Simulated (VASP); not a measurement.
Given:

```xyz
2
Lattice="0.0000 3.1835 3.1835 3.1835 0.0000 3.1835 3.1835 3.1835 0.0000" Properties=species:S:1:pos:R:3 pbc="T T T"
Na     0.0000     0.0000     0.0000
I      3.1835     3.1835     3.1835
```

Calculation: PBE GGA with D3 dispersion (Becke-Johnson damping), VASP's PBE PAW potentials (set 64) (plane waves; VASP). Numerical set-up: 520 eV cut-off, Gaussian smearing of 0.050 eV, potentials Na_pv I.

Unless said otherwise, spin-orbit coupling is left out, though it shifts the bands of the heavy elements here.

**Question.** Give the energies of bands 5 to 10 at the high-symmetry points, in eV from the valence-band maximum.

**Answer.** 
```tsv
band	Γ	X	U	L	W
5	0.00	-2.07	-1.78	-2.36	-1.53
6	0.00	-0.81	-1.46	-0.31	-1.53
7	0.00	-0.81	-0.66	-0.31	-1.02
8	3.78	4.53	5.24	5.11	5.94
9	7.93	5.46	6.73	7.49	7.54
10	7.93	10.19	8.87	7.49	7.54
```

The gap is direct, 3.78 eV, from the valence maximum at Γ to the conduction minimum at Γ.

Measured: gap 5.90 eV (computed value off by -2.12 eV), as given by Abedi et al., (2022), arXiv:2211.14644.

The compound is NaI in the rock salt structure. It was relaxed first.
